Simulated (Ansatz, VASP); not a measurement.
# Ge (Germanium) in two plane-wave programs

Aim: how closely do two programs agree when they are given the same cell, functional and k mesh? The cell is taken from a series of runs on this material, whose earlier steps may have relaxed, scaled, displaced or heated it; both programs get it as it stands.

Method: plane waves, with VASP 6.6.1 beside it; zone-centre phonons at r2SCAN, in Ansatz 0.2.0.

**1. The structure**

Symmetry: Fd-3m, No. 227, cubic system. The conventional cell has a = 5.674 Å, b = 5.674 Å, c = 5.674 Å, α = 90.00°, β = 90.00°, γ = 90.00°. Nearest to Ge lie 4 Ge at 2.46 Å.

Coordinates:

```cif
data_structure
_symmetry_space_group_name_H-M 'P 1'
_symmetry_Int_Tables_number 1
_cell_length_a 4.0120
_cell_length_b 4.0120
_cell_length_c 4.0120
_cell_angle_alpha 60.000
_cell_angle_beta 60.000
_cell_angle_gamma 60.000
_cell_volume 45.66
loop_
_atom_site_label
_atom_site_type_symbol
_atom_site_fract_x
_atom_site_fract_y
_atom_site_fract_z
_atom_site_occupancy
Ge1 Ge 0.49998 0.49998 0.49998 1
Ge2 Ge 0.75002 0.75002 0.75002 1
```

**2. VASP: zone-centre phonons, r2SCAN**

Second derivatives magnify differences that forces hide, and they need a tight electronic threshold.

Lines of VASP's logs that name or quote its potential files are left out, and so is its time.

Input file INCAR:

```
SYSTEM = Ge
PREC = Accurate
ENCUT = 550
EDIFF = 1E-08
NELM = 120
ISMEAR = 0
SIGMA = 0.02
LREAL = .FALSE.
ALGO = Normal
METAGGA = R2SCAN
LASPH = .TRUE.
NBANDS = 20
LORBIT = 11
LWAVE = .FALSE.
LCHARG = .FALSE.
ISIF = 2
ISYM = 2
IBRION = 6
NFREE = 2
POTIM = 0.015
NSW = 1
GGA_COMPAT = .FALSE.
EFERMI = MIDGAP
LMIXTAU = .TRUE.
KPAR = 2
```

Input file POSCAR:

```
Ge
1.0
    0.0000000000      2.8369207443      2.8369207443
    2.8369207443      0.0000000000      2.8369207443
    2.8369207443      2.8369207443      0.0000000000
Ge
2
Direct
    0.4999839010      0.4999839010      0.4999839010
    0.7500160990      0.7500160990      0.7500160990
```

Input file KPOINTS:

```
Points of the shifted mesh
1728
Reciprocal
 0.0416666667  0.0416666667  0.0416666667 1
 0.0416666667  0.0416666667  0.1250000000 1
 0.0416666667  0.0416666667  0.2083333333 1
 0.0416666667  0.0416666667  0.2916666667 1
 0.0416666667  0.0416666667  0.3750000000 1
 0.0416666667  0.0416666667  0.4583333333 1
 0.0416666667  0.0416666667  0.5416666667 1
 0.0416666667  0.0416666667  0.6250000000 1
 0.0416666667  0.0416666667  0.7083333333 1
 0.0416666667  0.0416666667  0.7916666667 1
 0.0416666667  0.0416666667  0.8750000000 1
 0.0416666667  0.0416666667  0.9583333333 1
 0.0416666667  0.1250000000  0.0416666667 1
 0.0416666667  0.1250000000  0.1250000000 1
 0.0416666667  0.1250000000  0.2083333333 1
 0.0416666667  0.1250000000  0.2916666667 1
 0.0416666667  0.1250000000  0.3750000000 1
 0.0416666667  0.1250000000  0.4583333333 1
 0.0416666667  0.1250000000  0.5416666667 1
 0.0416666667  0.1250000000  0.6250000000 1
 0.0416666667  0.1250000000  0.7083333333 1
 0.0416666667  0.1250000000  0.7916666667 1
 0.0416666667  0.1250000000  0.8750000000 1
 0.0416666667  0.1250000000  0.9583333333 1
 0.0416666667  0.2083333333  0.0416666667 1
 0.0416666667  0.2083333333  0.1250000000 1
 0.0416666667  0.2083333333  0.2083333333 1
 0.0416666667  0.2083333333  0.2916666667 1
 0.0416666667  0.2083333333  0.3750000000 1
 0.0416666667  0.2083333333  0.4583333333 1
 0.0416666667  0.2083333333  0.5416666667 1
 0.0416666667  0.2083333333  0.6250000000 1
 0.0416666667  0.2083333333  0.7083333333 1
 0.0416666667  0.2083333333  0.7916666667 1
 0.0416666667  0.2083333333  0.8750000000 1
 0.0416666667  0.2083333333  0.9583333333 1
 0.0416666667  0.2916666667  0.0416666667 1
 0.0416666667  0.2916666667  0.1250000000 1
 0.0416666667  0.2916666667  0.2083333333 1
 0.0416666667  0.2916666667  0.2916666667 1
 0.0416666667  0.2916666667  0.3750000000 1
 0.0416666667  0.2916666667  0.4583333333 1
 0.0416666667  0.2916666667  0.5416666667 1
 0.0416666667  0.2916666667  0.6250000000 1
 0.0416666667  0.2916666667  0.7083333333 1
 0.0416666667  0.2916666667  0.7916666667 1
 0.0416666667  0.2916666667  0.8750000000 1
 0.0416666667  0.2916666667  0.9583333333 1
 0.0416666667  0.3750000000  0.0416666667 1
 0.0416666667  0.3750000000  0.1250000000 1
 0.0416666667  0.3750000000  0.2083333333 1
 0.0416666667  0.3750000000  0.2916666667 1
 0.0416666667  0.3750000000  0.3750000000 1
 0.0416666667  0.3750000000  0.4583333333 1
 0.0416666667  0.3750000000  0.5416666667 1
 0.0416666667  0.3750000000  0.6250000000 1
 0.0416666667  0.3750000000  0.7083333333 1
 0.0416666667  0.3750000000  0.7916666667 1
 0.0416666667  0.3750000000  0.8750000000 1
 0.0416666667  0.3750000000  0.9583333333 1
 0.0416666667  0.4583333333  0.0416666667 1
 0.0416666667  0.4583333333  0.1250000000 1
 0.0416666667  0.4583333333  0.2083333333 1
 0.0416666667  0.4583333333  0.2916666667 1
 0.0416666667  0.4583333333  0.3750000000 1
 0.0416666667  0.4583333333  0.4583333333 1
 0.0416666667  0.4583333333  0.5416666667 1
 0.0416666667  0.4583333333  0.6250000000 1
 0.0416666667  0.4583333333  0.7083333333 1
 0.0416666667  0.4583333333  0.7916666667 1
 0.0416666667  0.4583333333  0.8750000000 1
 0.0416666667  0.4583333333  0.9583333333 1
 0.0416666667  0.5416666667  0.0416666667 1
 0.0416666667  0.5416666667  0.1250000000 1
 0.0416666667  0.5416666667  0.2083333333 1
 0.0416666667  0.5416666667  0.2916666667 1
 0.0416666667  0.5416666667  0.3750000000 1
 0.0416666667  0.5416666667  0.4583333333 1
 0.0416666667  0.5416666667  0.5416666667 1
 0.0416666667  0.5416666667  0.6250000000 1
 0.0416666667  0.5416666667  0.7083333333 1
 0.0416666667  0.5416666667  0.7916666667 1
 0.0416666667  0.5416666667  0.8750000000 1
 0.0416666667  0.5416666667  0.9583333333 1
 0.0416666667  0.6250000000  0.0416666667 1
 0.0416666667  0.6250000000  0.1250000000 1
 0.0416666667  0.6250000000  0.2083333333 1
 0.0416666667  0.6250000000  0.2916666667 1
 0.0416666667  0.6250000000  0.3750000000 1
 0.0416666667  0.6250000000  0.4583333333 1
 0.0416666667  0.6250000000  0.5416666667 1
 0.0416666667  0.6250000000  0.6250000000 1
 0.0416666667  0.6250000000  0.7083333333 1
 0.0416666667  0.6250000000  0.7916666667 1
 0.0416666667  0.6250000000  0.8750000000 1
 0.0416666667  0.6250000000  0.9583333333 1
 0.0416666667  0.7083333333  0.0416666667 1
 0.0416666667  0.7083333333  0.1250000000 1
 0.0416666667  0.7083333333  0.2083333333 1
 0.0416666667  0.7083333333  0.2916666667 1
 0.0416666667  0.7083333333  0.3750000000 1
 0.0416666667  0.7083333333  0.4583333333 1
 0.0416666667  0.7083333333  0.5416666667 1
 0.0416666667  0.7083333333  0.6250000000 1
 0.0416666667  0.7083333333  0.7083333333 1
 0.0416666667  0.7083333333  0.7916666667 1
 0.0416666667  0.7083333333  0.8750000000 1
 0.0416666667  0.7083333333  0.9583333333 1
 0.0416666667  0.7916666667  0.0416666667 1
 0.0416666667  0.7916666667  0.1250000000 1
 0.0416666667  0.7916666667  0.2083333333 1
 0.0416666667  0.7916666667  0.2916666667 1
[... 1390 lines left out ...]
 0.8750000000  0.4583333333  0.1250000000 1
 0.8750000000  0.4583333333  0.2083333333 1
 0.8750000000  0.4583333333  0.2916666667 1
 0.8750000000  0.4583333333  0.3750000000 1
 0.8750000000  0.4583333333  0.4583333333 1
 0.8750000000  0.4583333333  0.5416666667 1
 0.8750000000  0.4583333333  0.6250000000 1
 0.8750000000  0.4583333333  0.7083333333 1
 0.8750000000  0.4583333333  0.7916666667 1
 0.8750000000  0.4583333333  0.8750000000 1
 0.8750000000  0.4583333333  0.9583333333 1
 0.8750000000  0.5416666667  0.0416666667 1
 0.8750000000  0.5416666667  0.1250000000 1
 0.8750000000  0.5416666667  0.2083333333 1
 0.8750000000  0.5416666667  0.2916666667 1
 0.8750000000  0.5416666667  0.3750000000 1
 0.8750000000  0.5416666667  0.4583333333 1
 0.8750000000  0.5416666667  0.5416666667 1
 0.8750000000  0.5416666667  0.6250000000 1
 0.8750000000  0.5416666667  0.7083333333 1
 0.8750000000  0.5416666667  0.7916666667 1
 0.8750000000  0.5416666667  0.8750000000 1
 0.8750000000  0.5416666667  0.9583333333 1
 0.8750000000  0.6250000000  0.0416666667 1
 0.8750000000  0.6250000000  0.1250000000 1
 0.8750000000  0.6250000000  0.2083333333 1
 0.8750000000  0.6250000000  0.2916666667 1
 0.8750000000  0.6250000000  0.3750000000 1
 0.8750000000  0.6250000000  0.4583333333 1
 0.8750000000  0.6250000000  0.5416666667 1
 0.8750000000  0.6250000000  0.6250000000 1
 0.8750000000  0.6250000000  0.7083333333 1
 0.8750000000  0.6250000000  0.7916666667 1
 0.8750000000  0.6250000000  0.8750000000 1
 0.8750000000  0.6250000000  0.9583333333 1
 0.8750000000  0.7083333333  0.0416666667 1
 0.8750000000  0.7083333333  0.1250000000 1
 0.8750000000  0.7083333333  0.2083333333 1
 0.8750000000  0.7083333333  0.2916666667 1
 0.8750000000  0.7083333333  0.3750000000 1
 0.8750000000  0.7083333333  0.4583333333 1
 0.8750000000  0.7083333333  0.5416666667 1
 0.8750000000  0.7083333333  0.6250000000 1
 0.8750000000  0.7083333333  0.7083333333 1
 0.8750000000  0.7083333333  0.7916666667 1
 0.8750000000  0.7083333333  0.8750000000 1
 0.8750000000  0.7083333333  0.9583333333 1
 0.8750000000  0.7916666667  0.0416666667 1
 0.8750000000  0.7916666667  0.1250000000 1
 0.8750000000  0.7916666667  0.2083333333 1
 0.8750000000  0.7916666667  0.2916666667 1
 0.8750000000  0.7916666667  0.3750000000 1
 0.8750000000  0.7916666667  0.4583333333 1
 0.8750000000  0.7916666667  0.5416666667 1
 0.8750000000  0.7916666667  0.6250000000 1
 0.8750000000  0.7916666667  0.7083333333 1
 0.8750000000  0.7916666667  0.7916666667 1
 0.8750000000  0.7916666667  0.8750000000 1
 0.8750000000  0.7916666667  0.9583333333 1
 0.8750000000  0.8750000000  0.0416666667 1
 0.8750000000  0.8750000000  0.1250000000 1
 0.8750000000  0.8750000000  0.2083333333 1
 0.8750000000  0.8750000000  0.2916666667 1
 0.8750000000  0.8750000000  0.3750000000 1
 0.8750000000  0.8750000000  0.4583333333 1
 0.8750000000  0.8750000000  0.5416666667 1
 0.8750000000  0.8750000000  0.6250000000 1
 0.8750000000  0.8750000000  0.7083333333 1
 0.8750000000  0.8750000000  0.7916666667 1
 0.8750000000  0.8750000000  0.8750000000 1
 0.8750000000  0.8750000000  0.9583333333 1
 0.8750000000  0.9583333333  0.0416666667 1
 0.8750000000  0.9583333333  0.1250000000 1
 0.8750000000  0.9583333333  0.2083333333 1
 0.8750000000  0.9583333333  0.2916666667 1
 0.8750000000  0.9583333333  0.3750000000 1
 0.8750000000  0.9583333333  0.4583333333 1
 0.8750000000  0.9583333333  0.5416666667 1
 0.8750000000  0.9583333333  0.6250000000 1
 0.8750000000  0.9583333333  0.7083333333 1
 0.8750000000  0.9583333333  0.7916666667 1
 0.8750000000  0.9583333333  0.8750000000 1
 0.8750000000  0.9583333333  0.9583333333 1
 0.9583333333  0.0416666667  0.0416666667 1
 0.9583333333  0.0416666667  0.1250000000 1
 0.9583333333  0.0416666667  0.2083333333 1
 0.9583333333  0.0416666667  0.2916666667 1
 0.9583333333  0.0416666667  0.3750000000 1
 0.9583333333  0.0416666667  0.4583333333 1
 0.9583333333  0.0416666667  0.5416666667 1
 0.9583333333  0.0416666667  0.6250000000 1
 0.9583333333  0.0416666667  0.7083333333 1
 0.9583333333  0.0416666667  0.7916666667 1
 0.9583333333  0.0416666667  0.8750000000 1
 0.9583333333  0.0416666667  0.9583333333 1
 0.9583333333  0.1250000000  0.0416666667 1
 0.9583333333  0.1250000000  0.1250000000 1
 0.9583333333  0.1250000000  0.2083333333 1
 0.9583333333  0.1250000000  0.2916666667 1
 0.9583333333  0.1250000000  0.3750000000 1
 0.9583333333  0.1250000000  0.4583333333 1
 0.9583333333  0.1250000000  0.5416666667 1
 0.9583333333  0.1250000000  0.6250000000 1
 0.9583333333  0.1250000000  0.7083333333 1
 0.9583333333  0.1250000000  0.7916666667 1
 0.9583333333  0.1250000000  0.8750000000 1
 0.9583333333  0.1250000000  0.9583333333 1
 0.9583333333  0.2083333333  0.0416666667 1
 0.9583333333  0.2083333333  0.1250000000 1
 0.9583333333  0.2083333333  0.2083333333 1
 0.9583333333  0.2083333333  0.2916666667 1
 0.9583333333  0.2083333333  0.3750000000 1
 0.9583333333  0.2083333333  0.4583333333 1
 0.9583333333  0.2083333333  0.5416666667 1
 0.9583333333  0.2083333333  0.6250000000 1
 0.9583333333  0.2083333333  0.7083333333 1
 0.9583333333  0.2083333333  0.7916666667 1
 0.9583333333  0.2083333333  0.8750000000 1
 0.9583333333  0.2083333333  0.9583333333 1
 0.9583333333  0.2916666667  0.0416666667 1
 0.9583333333  0.2916666667  0.1250000000 1
 0.9583333333  0.2916666667  0.2083333333 1
 0.9583333333  0.2916666667  0.2916666667 1
 0.9583333333  0.2916666667  0.3750000000 1
 0.9583333333  0.2916666667  0.4583333333 1
 0.9583333333  0.2916666667  0.5416666667 1
 0.9583333333  0.2916666667  0.6250000000 1
 0.9583333333  0.2916666667  0.7083333333 1
 0.9583333333  0.2916666667  0.7916666667 1
 0.9583333333  0.2916666667  0.8750000000 1
 0.9583333333  0.2916666667  0.9583333333 1
 0.9583333333  0.3750000000  0.0416666667 1
 0.9583333333  0.3750000000  0.1250000000 1
 0.9583333333  0.3750000000  0.2083333333 1
 0.9583333333  0.3750000000  0.2916666667 1
 0.9583333333  0.3750000000  0.3750000000 1
 0.9583333333  0.3750000000  0.4583333333 1
 0.9583333333  0.3750000000  0.5416666667 1
 0.9583333333  0.3750000000  0.6250000000 1
 0.9583333333  0.3750000000  0.7083333333 1
 0.9583333333  0.3750000000  0.7916666667 1
 0.9583333333  0.3750000000  0.8750000000 1
 0.9583333333  0.3750000000  0.9583333333 1
 0.9583333333  0.4583333333  0.0416666667 1
 0.9583333333  0.4583333333  0.1250000000 1
 0.9583333333  0.4583333333  0.2083333333 1
 0.9583333333  0.4583333333  0.2916666667 1
 0.9583333333  0.4583333333  0.3750000000 1
 0.9583333333  0.4583333333  0.4583333333 1
 0.9583333333  0.4583333333  0.5416666667 1
 0.9583333333  0.4583333333  0.6250000000 1
 0.9583333333  0.4583333333  0.7083333333 1
 0.9583333333  0.4583333333  0.7916666667 1
 0.9583333333  0.4583333333  0.8750000000 1
 0.9583333333  0.4583333333  0.9583333333 1
 0.9583333333  0.5416666667  0.0416666667 1
 0.9583333333  0.5416666667  0.1250000000 1
 0.9583333333  0.5416666667  0.2083333333 1
 0.9583333333  0.5416666667  0.2916666667 1
 0.9583333333  0.5416666667  0.3750000000 1
 0.9583333333  0.5416666667  0.4583333333 1
 0.9583333333  0.5416666667  0.5416666667 1
 0.9583333333  0.5416666667  0.6250000000 1
 0.9583333333  0.5416666667  0.7083333333 1
 0.9583333333  0.5416666667  0.7916666667 1
 0.9583333333  0.5416666667  0.8750000000 1
 0.9583333333  0.5416666667  0.9583333333 1
 0.9583333333  0.6250000000  0.0416666667 1
 0.9583333333  0.6250000000  0.1250000000 1
 0.9583333333  0.6250000000  0.2083333333 1
 0.9583333333  0.6250000000  0.2916666667 1
 0.9583333333  0.6250000000  0.3750000000 1
 0.9583333333  0.6250000000  0.4583333333 1
 0.9583333333  0.6250000000  0.5416666667 1
 0.9583333333  0.6250000000  0.6250000000 1
 0.9583333333  0.6250000000  0.7083333333 1
 0.9583333333  0.6250000000  0.7916666667 1
 0.9583333333  0.6250000000  0.8750000000 1
 0.9583333333  0.6250000000  0.9583333333 1
 0.9583333333  0.7083333333  0.0416666667 1
 0.9583333333  0.7083333333  0.1250000000 1
 0.9583333333  0.7083333333  0.2083333333 1
 0.9583333333  0.7083333333  0.2916666667 1
 0.9583333333  0.7083333333  0.3750000000 1
 0.9583333333  0.7083333333  0.4583333333 1
 0.9583333333  0.7083333333  0.5416666667 1
 0.9583333333  0.7083333333  0.6250000000 1
 0.9583333333  0.7083333333  0.7083333333 1
 0.9583333333  0.7083333333  0.7916666667 1
 0.9583333333  0.7083333333  0.8750000000 1
 0.9583333333  0.7083333333  0.9583333333 1
 0.9583333333  0.7916666667  0.0416666667 1
 0.9583333333  0.7916666667  0.1250000000 1
 0.9583333333  0.7916666667  0.2083333333 1
 0.9583333333  0.7916666667  0.2916666667 1
 0.9583333333  0.7916666667  0.3750000000 1
 0.9583333333  0.7916666667  0.4583333333 1
 0.9583333333  0.7916666667  0.5416666667 1
 0.9583333333  0.7916666667  0.6250000000 1
 0.9583333333  0.7916666667  0.7083333333 1
 0.9583333333  0.7916666667  0.7916666667 1
 0.9583333333  0.7916666667  0.8750000000 1
 0.9583333333  0.7916666667  0.9583333333 1
 0.9583333333  0.8750000000  0.0416666667 1
 0.9583333333  0.8750000000  0.1250000000 1
 0.9583333333  0.8750000000  0.2083333333 1
 0.9583333333  0.8750000000  0.2916666667 1
 0.9583333333  0.8750000000  0.3750000000 1
 0.9583333333  0.8750000000  0.4583333333 1
 0.9583333333  0.8750000000  0.5416666667 1
 0.9583333333  0.8750000000  0.6250000000 1
 0.9583333333  0.8750000000  0.7083333333 1
 0.9583333333  0.8750000000  0.7916666667 1
 0.9583333333  0.8750000000  0.8750000000 1
 0.9583333333  0.8750000000  0.9583333333 1
 0.9583333333  0.9583333333  0.0416666667 1
 0.9583333333  0.9583333333  0.1250000000 1
 0.9583333333  0.9583333333  0.2083333333 1
 0.9583333333  0.9583333333  0.2916666667 1
 0.9583333333  0.9583333333  0.3750000000 1
 0.9583333333  0.9583333333  0.4583333333 1
 0.9583333333  0.9583333333  0.5416666667 1
 0.9583333333  0.9583333333  0.6250000000 1
 0.9583333333  0.9583333333  0.7083333333 1
 0.9583333333  0.9583333333  0.7916666667 1
 0.9583333333  0.9583333333  0.8750000000 1
 0.9583333333  0.9583333333  0.9583333333 1
```

PAW data sets: Ge_d (PBE family, release 64).

Run with:

```sh
$ mpirun -np 2 vasp_std
```

Numbers of over 12 decimals in the logs are rounded to 6 here.

What it wrote:

```text
[banner, memory and clock lines left out]
running    2 mpi-ranks, on    1 nodes
[...]
|                                                                             |
|               ----> ADVICE to this user running VASP <----                  |
|                                                                             |
|     You enforced a specific xc type in the INCAR file but a different       |
|     [... a line on the potential file left out ...]
|     I HOPE YOU KNOW WHAT YOU ARE DOING!                                     |
|                                                                             |

 LDA part: xc-table for (None), standard interpolation
 POSCAR, INCAR and KPOINTS ok, starting setup
[...]
entering main loop
       N       E                     dE             d eps       ncg     rms          rms(c)
DAV:   1     0.172896327662E+03    0.17290E+03   -0.15804E+04 74212   0.405E+03
DAV:   2    -0.298224351567E+01   -0.17588E+03   -0.17109E+03 69240   0.631E+02
DAV:   3    -0.295373297815E+02   -0.26555E+02   -0.26353E+02 77784   0.153E+02
DAV:   4    -0.304249513983E+02   -0.88762E+00   -0.88698E+00 78232   0.326E+01
DAV:   5    -0.304401611851E+02   -0.15210E-01   -0.15209E-01 77340   0.467E+00    0.333E+00
DAV:   6    -0.277510473226E+02    0.26891E+01   -0.36818E-01 76264   0.109E+01    0.194E+00
DAV:   7    -0.279944317114E+02   -0.24338E+00   -0.32078E-01 91572   0.854E+00    0.334E-01
DAV:   8    -0.277520365512E+02    0.24240E+00   -0.11984E-01 76400   0.494E+00    0.121E-01
[...]
DAV:  19    -0.277460101913E+02    0.10351E-06   -0.13063E-08 63652   0.153E-03    0.133E-04
DAV:  20    -0.277460100999E+02    0.91411E-07   -0.62086E-09 55888   0.108E-03    0.667E-05
DAV:  21    -0.277460100720E+02    0.27811E-07   -0.24371E-09 43832   0.515E-04    0.411E-05
DAV:  22    -0.277460100800E+02   -0.79808E-08   -0.30342E-10 36940   0.212E-04
   1 F= -.27746010E+02 E0= -.27746010E+02  d E =-.677582E-66
 Found     1 degrees of freedom:
 Finite differences POTIM= 0.01500 DOF=   1
[...]
N       E                     dE             d eps       ncg     rms          rms(c)
DAV:   1    -0.277429511012E+02    0.30590E-02   -0.10018E+00 76984   0.838E+00    0.569E-02
DAV:   2    -0.277445923392E+02   -0.16412E-02   -0.12245E-02 72620   0.122E+00    0.318E-02
DAV:   3    -0.277444852850E+02    0.10705E-03   -0.63046E-04 74348   0.261E-01    0.132E-02
DAV:   4    -0.277443441473E+02    0.14114E-03   -0.69131E-04 69480   0.193E-01    0.319E-03
DAV:   5    -0.277446385286E+02   -0.29438E-03   -0.42264E-04 69428   0.135E-01    0.251E-03
DAV:   6    -0.277446942169E+02   -0.55688E-04   -0.20754E-05 73048   0.308E-02    0.135E-03
DAV:   7    -0.277446964600E+02   -0.22432E-05   -0.15106E-06 78480   0.897E-03    0.429E-04
DAV:   8    -0.277446971894E+02   -0.72933E-06   -0.13072E-06 70984   0.112E-02    0.176E-04
DAV:   9    -0.277446976404E+02   -0.45101E-06   -0.18784E-07 65988   0.461E-03    0.939E-05
DAV:  10    -0.277446976654E+02   -0.24988E-07   -0.11804E-07 57224   0.226E-03    0.404E-05
DAV:  11    -0.277446976786E+02   -0.13265E-07   -0.16283E-08 59480   0.105E-03    0.220E-05
DAV:  12    -0.277446976879E+02   -0.92614E-08   -0.25221E-09 47052   0.528E-04
   2 F= -.27744698E+02 E0= -.27744698E+02  d E =-.288492E-54
 Finite differences progress:
  Degree of freedom:   1/  1
  Displacement:        1/  2
  Total:               1/  2
[...]
N       E                     dE             d eps       ncg     rms          rms(c)
DAV:   1    -0.277374273465E+02    0.72703E-02   -0.40379E+00 76876   0.170E+01    0.115E-01
DAV:   2    -0.277442726662E+02   -0.68453E-02   -0.51741E-02 72684   0.242E+00    0.636E-02
DAV:   3    -0.277439118309E+02    0.36084E-03   -0.25264E-03 74608   0.528E-01    0.273E-02
DAV:   4    -0.277432377980E+02    0.67403E-03   -0.27188E-03 69428   0.384E-01    0.642E-03
DAV:   5    -0.277444879816E+02   -0.12502E-02   -0.16758E-03 69312   0.270E-01    0.494E-03
DAV:   6    -0.277446761679E+02   -0.18819E-03   -0.61117E-05 74232   0.536E-02    0.302E-03
DAV:   7    -0.277446884654E+02   -0.12297E-04   -0.60447E-06 77320   0.178E-02    0.897E-04
DAV:   8    -0.277446968755E+02   -0.84101E-05   -0.85827E-06 70432   0.273E-02    0.373E-04
DAV:   9    -0.277446983628E+02   -0.14872E-05   -0.67563E-07 73080   0.844E-03    0.187E-04
DAV:  10    -0.277446985760E+02   -0.21321E-06   -0.57594E-07 70692   0.466E-03    0.787E-05
DAV:  11    -0.277446986293E+02   -0.53346E-07   -0.67347E-08 59352   0.210E-03    0.460E-05
DAV:  12    -0.277446986587E+02   -0.29334E-07   -0.79466E-09 63620   0.998E-04    0.154E-05
DAV:  13    -0.277446986576E+02    0.10550E-08   -0.29254E-09 44908   0.493E-04
   3 F= -.27744699E+02 E0= -.27744699E+02  d E =-.850155E-54
 Finite differences progress:
  Degree of freedom:   1/  1
  Displacement:        2/  2
  Total:               2/  2
```

[end of part 1 of 2]

[Lines on the potential files, build, host, timing and source positions are cut from VASP's logs without a mark.]

[Logs are printed without paths, hosts, clocks, repeated set-up lines and the standing remarks that a program may print on its own settings, such as how far it seeks lower states.]

[Hosts, paths, dates, database ids (printed as entryN), source tags and the programs' standing remarks are cut or masked in the printed files.]
